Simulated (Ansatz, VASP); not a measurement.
**SiNi in two plane-wave programs**

Aim: how closely do two programs agree when they are given the same cell, functional and k mesh? The cell is taken from a series of runs on this material, whose earlier steps may have relaxed, scaled, displaced or heated it; both programs get it as it stands.

Main program and level: Ansatz 0.2.0; plane waves, with VASP 6.6.1 beside it; zone-centre phonons at PBE.

## (1) Starting point

Symmetry: Pnma, No. 62, orthorhombic system. Conventional cell: a = 5.204 Å, b = 3.337 Å, c = 5.630 Å, α = 90.00°, β = 90.00°, γ = 90.00°. Nearest to Si lie 6 Ni at 2.29 to 2.41 Å. Nearest to Ni lie 6 Si at 2.29 to 2.41 Å. Farther neighbours are not listed.

As a file:

```cif
data_structure
_symmetry_space_group_name_H-M 'P 1'
_symmetry_Int_Tables_number 1
_cell_length_a 5.2043
_cell_length_b 3.3369
_cell_length_c 5.6298
_cell_angle_alpha 90.000
_cell_angle_beta 90.000
_cell_angle_gamma 90.000
_cell_volume 97.77
loop_
_atom_site_label
_atom_site_type_symbol
_atom_site_fract_x
_atom_site_fract_y
_atom_site_fract_z
_atom_site_occupancy
Si1 Si 0.32048 0.75000 0.08206 1
Si2 Si 0.17952 0.25000 0.58206 1
Si3 Si 0.82048 0.75000 0.41794 1
Si4 Si 0.67952 0.25000 0.91794 1
Ni5 Ni 0.00775 0.25000 0.18825 1
Ni6 Ni 0.49225 0.75000 0.68825 1
Ni7 Ni 0.50775 0.25000 0.31175 1
Ni8 Ni 0.99225 0.75000 0.81175 1
```

## (2) VASP: zone-centre phonons, PBE

Second derivatives magnify differences that forces hide, and they need a tight electronic threshold.

Lines of VASP's logs that name or quote its potential files are left out, and so is its time.

The input, INCAR:

```
SYSTEM = SiNi
PREC = Accurate
ENCUT = 600
EDIFF = 1E-08
NELM = 120
ISMEAR = 1
SIGMA = 0.2
LREAL = .FALSE.
ALGO = Normal
GGA = PE
NBANDS = 36
LASPH = .TRUE.
LORBIT = 11
LWAVE = .FALSE.
LCHARG = .FALSE.
ISIF = 2
IBRION = 8
GGA_COMPAT = .FALSE.
KPAR = 2
```

The input, POSCAR:

```
SiNi
1.0
    5.2042518778      0.0000000000      0.0000000000
    0.0000000000      3.3368927217      0.0000000000
    0.0000000000      0.0000000000      5.6298332660
Si Ni
4 4
Direct
    0.3204822934      0.7500000000      0.0820574713
    0.1795177066      0.2500000000      0.5820574713
    0.8204822934      0.7500000000      0.4179425287
    0.6795177066      0.2500000000      0.9179425287
    0.0077509071      0.2500000000      0.1882549580
    0.4922490929      0.7500000000      0.6882549580
    0.5077509071      0.2500000000      0.3117450420
    0.9922490929      0.7500000000      0.8117450420
```

The input, KPOINTS:

```
Automatic mesh
0
Gamma
4 6 4
0 0 0
```

Potentials, in the order of the species: Si and Ni (PBE family, release 64).

Launch:

```sh
$ mpirun -np 2 vasp_std
```

Numbers of over 12 decimals in the logs are rounded to 6 here.

Log:

```text
[banner, memory and clock lines left out]
running    2 mpi-ranks, on    1 nodes
 distrk:  each k-point on    1 cores,    2 groups
 distr:  one band on    1 cores,    1 groups

 POSCAR found type information on POSCAR SiNi
 POSCAR found :  2 types and       8 ions
 LDA part: xc-table for (Slater+PW92), standard interpolation
 POSCAR, INCAR and KPOINTS ok, starting setup
 FFT: planning ... GRIDC
 FFT: planning ... GRID_SOFT
 FFT: planning ... GRID
 WAVECAR not read
 entering main loop
       N       E                     dE             d eps       ncg     rms          rms(c)
DAV:   1     0.391251499047E+03    0.39125E+03   -0.26953E+04  2592   0.203E+03
DAV:   2    -0.199800075787E+02   -0.41123E+03   -0.39763E+03  2592   0.401E+02
DAV:   3    -0.533074556597E+02   -0.33327E+02   -0.32186E+02  2848   0.136E+02
DAV:   4    -0.545940537879E+02   -0.12866E+01   -0.12753E+01  3180   0.240E+01
DAV:   5    -0.546368577852E+02   -0.42804E-01   -0.42761E-01  3188   0.417E+00    0.277E+01
DAV:   6    -0.642264792393E+02   -0.95896E+01   -0.15704E+02  3040   0.179E+02    0.370E+01
DAV:   7    -0.475437622050E+02    0.16683E+02   -0.47078E+01  3036   0.111E+02    0.632E+00
DAV:   8    -0.477647007125E+02   -0.22094E+00   -0.76562E+00  3816   0.211E+01    0.398E+00
DAV:   9    -0.476386433915E+02    0.12606E+00   -0.66894E-01  3140   0.110E+01    0.774E-01
DAV:  10    -0.476379527624E+02    0.69063E-03   -0.29252E-02  3088   0.189E+00    0.495E-01
DAV:  11    -0.476364626604E+02    0.14901E-02   -0.60568E-03  3664   0.100E+00    0.123E-01
DAV:  12    -0.476364312806E+02    0.31380E-04   -0.37988E-04  2916   0.137E-01    0.702E-02
DAV:  13    -0.476363847691E+02    0.46511E-04   -0.89643E-05  4012   0.982E-02    0.244E-02
DAV:  14    -0.476363849674E+02   -0.19829E-06   -0.17476E-05  3012   0.239E-02    0.611E-03
DAV:  15    -0.476363846432E+02    0.32418E-06   -0.84076E-07  3080   0.964E-03    0.359E-03
DAV:  16    -0.476363850430E+02   -0.39974E-06   -0.21798E-07  3936   0.368E-03    0.113E-03
DAV:  17    -0.476363851160E+02   -0.72981E-07   -0.20001E-08  1652   0.133E-03    0.557E-04
DAV:  18    -0.476363851382E+02   -0.22185E-07   -0.44318E-09  1428   0.509E-04    0.158E-04
DAV:  19    -0.476363851364E+02    0.17881E-08   -0.68193E-10  1416   0.232E-04
   1 F= -.47636385E+02 E0= -.47637575E+02  d E =0.356863E-02
 Linear response reoptimize wavefunctions to high precision
DAV:   1    -0.476363851356E+02    0.74851E-09   -0.18166E-10  1408   0.147E-04
DAV:   2    -0.476363851356E+02   -0.31832E-10   -0.70333E-11  1404   0.668E-05
 Linear response DOF=           6
 Linear response progress:
  Degree of freedom:   1/  6
       N       E                     dE             d eps       ncg     rms          rms(c)
RMM:   1    -0.290939156755E-01   -0.29094E-01    0.48274E-02  7965   0.111E+00
RMM:   2    -0.227137414531E-01    0.63802E-02   -0.23934E-03  3572   0.708E-01    0.109E-01
RMM:   3    -0.231045573245E-01   -0.39082E-03   -0.13415E-03  4430   0.238E-01    0.724E-02
RMM:   4    -0.231810607349E-01   -0.76503E-04   -0.27786E-04  3387   0.154E-01    0.794E-02
RMM:   5    -0.232242980646E-01   -0.43237E-04   -0.20277E-04  3378   0.100E-01    0.370E-02
RMM:   6    -0.232233328102E-01    0.96525E-06   -0.48595E-05  3505   0.628E-02    0.946E-03
RMM:   7    -0.232191620462E-01    0.41708E-05    0.10790E-06  4644   0.189E-02    0.870E-03
RMM:   8    -0.232148554152E-01    0.43066E-05    0.15559E-05  3565   0.128E-02    0.492E-03
RMM:   9    -0.232073173213E-01    0.75381E-05    0.87001E-06  4487   0.619E-03    0.143E-03
RMM:  10    -0.232118507765E-01   -0.45335E-05   -0.64562E-08  3863   0.324E-03    0.148E-03
RMM:  11    -0.232122767501E-01   -0.42597E-06    0.98343E-07  3795   0.209E-03    0.479E-04
RMM:  12    -0.232121521752E-01    0.12457E-06    0.14198E-07  4733   0.743E-04    0.124E-04
RMM:  13    -0.232119646711E-01    0.18750E-06    0.49247E-07  4706   0.279E-04    0.687E-05
RMM:  14    -0.232122262175E-01   -0.26155E-06   -0.90998E-08  4656   0.124E-04    0.193E-05
RMM:  15    -0.232121805253E-01    0.45692E-07    0.43094E-08  4781   0.487E-05    0.103E-05
RMM:  16    -0.232121871412E-01   -0.66159E-08   -0.56414E-09  4909   0.205E-05    0.374E-06
 first order change of Fermi-energy  -0.91124E-01
 force on displaced ion       1 direction 1 : -10.738   0.000  -2.191
 Linear response progress:
  Degree of freedom:   2/  6
       N       E                     dE             d eps       ncg     rms          rms(c)
RMM:   1    -0.192855719182E-01   -0.19286E-01    0.18631E-02  9598   0.868E-01
RMM:   2    -0.163736077126E-01    0.29120E-02   -0.83472E-04  4595   0.487E-01    0.839E-02
RMM:   3    -0.166524437045E-01   -0.27884E-03   -0.69343E-04  5937   0.135E-01    0.468E-02
RMM:   4    -0.168405592147E-01   -0.18812E-03   -0.14396E-04  5521   0.529E-02    0.783E-03
RMM:   5    -0.168344930154E-01    0.60662E-05   -0.14068E-05  6132   0.156E-02    0.551E-03
RMM:   6    -0.168255968424E-01    0.88962E-05    0.21997E-06  4846   0.106E-02    0.675E-03
RMM:   7    -0.168073692172E-01    0.18228E-04    0.13979E-06  4784   0.886E-03    0.112E-03
RMM:   8    -0.168147423478E-01   -0.73731E-05   -0.73519E-07  5321   0.330E-03    0.922E-04
RMM:   9    -0.168162063581E-01   -0.14640E-05   -0.52665E-07  5479   0.143E-03    0.481E-04
[...]
RMM:   7    -0.235847271149E-01    0.40143E-05    0.63314E-06  3634   0.254E-02    0.980E-03
RMM:   8    -0.235836956308E-01    0.10315E-05   -0.87928E-07  3617   0.163E-02    0.440E-03
RMM:   9    -0.235816159688E-01    0.20797E-05   -0.16537E-06  4632   0.653E-03    0.137E-03
RMM:  10    -0.235816170939E-01   -0.11251E-08    0.94096E-07  4009   0.267E-03    0.122E-03
RMM:  11    -0.235816193279E-01   -0.22340E-08    0.91784E-07  3796   0.174E-03    0.395E-04
RMM:  12    -0.235809159155E-01    0.70341E-06    0.19560E-07  4433   0.870E-04    0.134E-04
RMM:  13    -0.235810567989E-01   -0.14088E-06    0.15549E-07  4742   0.304E-04    0.714E-05
RMM:  14    -0.235811557219E-01   -0.98923E-07    0.30163E-08  4643   0.127E-04    0.222E-05
RMM:  15    -0.235811497058E-01    0.60161E-08    0.37808E-08  4822   0.492E-05    0.717E-06
 first order change of Fermi-energy   0.64744E-01
 force on displaced ion       1 direction 3 :  -2.196   0.000 -10.032
 Linear response progress:
  Degree of freedom:   4/  6
       N       E                     dE             d eps       ncg     rms          rms(c)
RMM:   1    -0.199430209924E+00   -0.19943E+00   -0.14238E-01  4987   0.197E+00
RMM:   2    -0.190472150848E+00    0.89581E-02   -0.40832E-03  3676   0.679E-01    0.170E-01
RMM:   3    -0.190518502892E+00   -0.46352E-04   -0.93735E-04  4268   0.193E-01    0.112E-01
RMM:   4    -0.190922487317E+00   -0.40398E-03   -0.96862E-04  3933   0.254E-01    0.177E-01
RMM:   5    -0.190844207559E+00    0.78280E-04   -0.46772E-04  3586   0.198E-01    0.351E-02
RMM:   6    -0.190989358485E+00   -0.14515E-03   -0.10144E-04  3659   0.921E-02    0.281E-02
RMM:   7    -0.191049140953E+00   -0.59782E-04   -0.35190E-05  3797   0.546E-02    0.959E-03
RMM:   8    -0.191049233572E+00   -0.92619E-07   -0.84397E-06  4450   0.194E-02    0.622E-03
RMM:   9    -0.191030395959E+00    0.18838E-04   -0.24755E-06  3626   0.103E-02    0.378E-03
RMM:  10    -0.191038939681E+00   -0.85437E-05   -0.10535E-07  3727   0.610E-03    0.255E-03
RMM:  11    -0.191040517220E+00   -0.15775E-05    0.10470E-07  3671   0.342E-03    0.698E-04
RMM:  12    -0.191039559312E+00    0.95791E-06    0.99744E-08  4601   0.129E-03    0.658E-04
RMM:  13    -0.191036359458E+00    0.31999E-05   -0.12570E-07  3864   0.952E-04    0.154E-04
RMM:  14    -0.191036075974E+00    0.28348E-06   -0.16634E-08  4730   0.289E-04    0.582E-05
RMM:  15    -0.191035869337E+00    0.20664E-06    0.45173E-09  4860   0.114E-04    0.138E-05
RMM:  16    -0.191035895669E+00   -0.26332E-07    0.44995E-09  4757   0.406E-05    0.121E-05
RMM:  17    -0.191035872583E+00    0.23086E-07    0.58404E-11  4782   0.249E-05    0.327E-06
RMM:  18    -0.191035885314E+00   -0.12731E-07    0.87582E-10  4939   0.110E-05    0.139E-06
RMM:  19    -0.191035883405E+00    0.19085E-08   -0.42540E-11  4846   0.579E-06    0.520E-07
 first order change of Fermi-energy   0.12249E-01
 force on displaced ion       5 direction 1 : -11.147   0.000  -0.667
 Linear response progress:
  Degree of freedom:   5/  6
       N       E                     dE             d eps       ncg     rms          rms(c)
RMM:   1    -0.191266711050E+00   -0.19127E+00   -0.12711E-01  6147   0.191E+00
RMM:   2    -0.185581926653E+00    0.56848E-02   -0.31842E-03  4986   0.589E-01    0.172E-01
RMM:   3    -0.185750249542E+00   -0.16832E-03   -0.42028E-04  5761   0.123E-01    0.104E-01
RMM:   4    -0.186445749280E+00   -0.69550E-03   -0.23592E-04  6023   0.839E-02    0.132E-02
RMM:   5    -0.186434872054E+00    0.10877E-04   -0.15636E-05  4867   0.370E-02    0.201E-02
RMM:   6    -0.186419820065E+00    0.15052E-04   -0.62473E-06  4499   0.255E-02    0.407E-03
RMM:   7    -0.186424374417E+00   -0.45544E-05   -0.20674E-06  5910   0.991E-03    0.394E-03
RMM:   8    -0.186424210804E+00    0.16361E-06   -0.31387E-07  4756   0.577E-03    0.151E-03
RMM:   9    -0.186422872038E+00    0.13388E-05   -0.77477E-08  5401   0.242E-03    0.856E-04
RMM:  10    -0.186418814589E+00    0.40574E-05   -0.34450E-08  5546   0.121E-03    0.425E-04
RMM:  11    -0.186415320551E+00    0.34940E-05   -0.23430E-08  5311   0.611E-04    0.266E-04
RMM:  12    -0.186414960367E+00    0.36018E-06   -0.96654E-09  5003   0.361E-04    0.102E-04
RMM:  13    -0.186414510650E+00    0.44972E-06   -0.31520E-10  5550   0.207E-04    0.516E-05
RMM:  14    -0.186414277906E+00    0.23274E-06   -0.27789E-09  5578   0.102E-04    0.751E-06
RMM:  15    -0.186414276007E+00    0.18991E-08    0.85294E-10  6711   0.326E-05    0.454E-06
 first order change of Fermi-energy   0.30537E-03
 force on displaced ion       5 direction 2 :  -0.001  -8.195   0.002
 Linear response progress:
  Degree of freedom:   6/  6
       N       E                     dE             d eps       ncg     rms          rms(c)
RMM:   1    -0.199299324733E+00   -0.19930E+00   -0.14300E-01  4992   0.196E+00
RMM:   2    -0.190231091000E+00    0.90682E-02   -0.38336E-03  3643   0.689E-01    0.178E-01
RMM:   3    -0.190394497018E+00   -0.16341E-03   -0.12507E-03  3958   0.256E-01    0.163E-01
RMM:   4    -0.190487260856E+00   -0.92764E-04   -0.12445E-03  3648   0.306E-01    0.158E-01
RMM:   5    -0.190574829864E+00   -0.87569E-04   -0.36215E-04  3401   0.182E-01    0.604E-02
RMM:   6    -0.190677285061E+00   -0.10246E-03   -0.13937E-04  3484   0.123E-01    0.245E-02
RMM:   7    -0.190803441752E+00   -0.12616E-03   -0.62860E-05  4442   0.555E-02    0.218E-02
RMM:   8    -0.190801483432E+00    0.19583E-05   -0.78191E-06  3568   0.256E-02    0.587E-03
RMM:   9    -0.190783031550E+00    0.18452E-04   -0.36529E-06  4493   0.117E-02    0.481E-03
RMM:  10    -0.190786448599E+00   -0.34170E-05   -0.10266E-06  3667   0.739E-03    0.394E-03
RMM:  11    -0.190793866649E+00   -0.74180E-05    0.49441E-07  3552   0.524E-03    0.983E-04
RMM:  12    -0.190792249034E+00    0.16176E-05   -0.15032E-07  4654   0.185E-03    0.453E-04
RMM:  13    -0.190789468326E+00    0.27807E-05    0.13570E-07  4673   0.621E-04    0.172E-04
RMM:  14    -0.190789063909E+00    0.40442E-06   -0.96590E-09  4346   0.278E-04    0.503E-05
RMM:  15    -0.190788922352E+00    0.14156E-06   -0.25923E-09  4884   0.105E-04    0.150E-05
RMM:  16    -0.190788932426E+00   -0.10074E-07   -0.28176E-09  4800   0.304E-05    0.575E-06
RMM:  17    -0.190788956788E+00   -0.24362E-07    0.50758E-10  4910   0.134E-05    0.240E-06
RMM:  18    -0.190788962636E+00   -0.58476E-08   -0.27445E-09  4797   0.675E-06    0.726E-07
 first order change of Fermi-energy   0.31522E-01
 force on displaced ion       5 direction 3 :  -0.666   0.000 -10.994
 Linear response finished
```

(Part 1 of 3 ends here.)

[Lines on the potential files, build, host, timing and source positions are cut from VASP's logs without a mark.]

[Logs are printed without paths, hosts, clocks, repeated set-up lines and the standing remarks that a program may print on its own settings, such as how far it seeks lower states.]

[Hosts, paths, dates, database ids (printed as entryN), source tags and the programs' standing remarks are cut or masked in the printed files.]
